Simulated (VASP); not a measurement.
OSZICAR of a VASP run on LaNi2B2C (space group I4/mmm):

### OSZICAR
```
       N       E                     dE             d eps       ncg     rms          rms(c)
DAV:   1     0.272435371820E+03    0.27244E+03   -0.14045E+04  2904   0.205E+03
DAV:   2     0.814015040270E+01   -0.26430E+03   -0.25995E+03  3288   0.367E+02
DAV:   3    -0.483025765114E+02   -0.56443E+02   -0.55270E+02  4624   0.165E+02
DAV:   4    -0.581344434051E+02   -0.98319E+01   -0.90511E+01  5136   0.612E+01
DAV:   5    -0.587931560219E+02   -0.65871E+00   -0.63912E+00  4536   0.161E+01    0.346E+01
DAV:   6    -0.877163959990E+02   -0.28923E+02   -0.66641E+02  4376   0.347E+02    0.913E+01
DAV:   7    -0.564798513344E+02    0.31237E+02   -0.14122E+02  3928   0.207E+02    0.233E+01
DAV:   8    -0.462694680863E+02    0.10210E+02   -0.41140E+01  4080   0.974E+01    0.788E+00
DAV:   9    -0.468123126938E+02   -0.54284E+00   -0.17471E+01  5376   0.372E+01    0.529E+00
DAV:  10    -0.466359074006E+02    0.17641E+00   -0.23284E+00  5032   0.184E+01    0.204E+00
DAV:  11    -0.466283591228E+02    0.75483E-02   -0.16104E-01  5008   0.364E+00    0.108E+00
DAV:  12    -0.466286284158E+02   -0.26929E-03   -0.22602E-02  5128   0.165E+00    0.623E-01
DAV:  13    -0.466282266657E+02    0.40175E-03   -0.25064E-03  4696   0.635E-01    0.297E-01
DAV:  14    -0.466282145667E+02    0.12099E-04   -0.79497E-04  5408   0.276E-01    0.141E-01
DAV:  15    -0.466282054785E+02    0.90882E-05   -0.11224E-04  4560   0.108E-01    0.652E-02
DAV:  16    -0.466282064987E+02   -0.10202E-05   -0.15890E-05  4752   0.471E-02    0.365E-02
DAV:  17    -0.466282054566E+02    0.10421E-05   -0.10755E-05  4624   0.401E-02    0.258E-03
DAV:  18    -0.466282054822E+02   -0.25567E-07   -0.15613E-06  2344   0.194E-02
   1 F= -.46628205E+02 E0= -.46588808E+02  d E =-.787956E-01
```

**Question.** Which electronic solver shows in the log?

**Answer.** It is blocked Davidson (ALGO = Normal, or the opening steps of other solvers). The INCAR had ALGO = Normal.

**Question.** How was spin treated?

**Answer.** Without spin polarisation: there is no mag entry.

**Question.** Can the final energy be trusted as converged?

**Answer.** Self-consistency was reached. It stopped with EDIFF = 1E-6, NELM = 100 (LDA (Ceperley-Alder, Perdew-Zunger), plane waves, VASP's LDA PAW potentials (set 64)).

The structure comes from a computed database's LaNi2B2C entry (I4/mmm); how it stands against other phases isn't given here. The cell was not relaxed at this level. The run is not spin-polarised, so no magnetic state was tried. The electron count is odd and the run is not spin-polarised, which forces a metal.
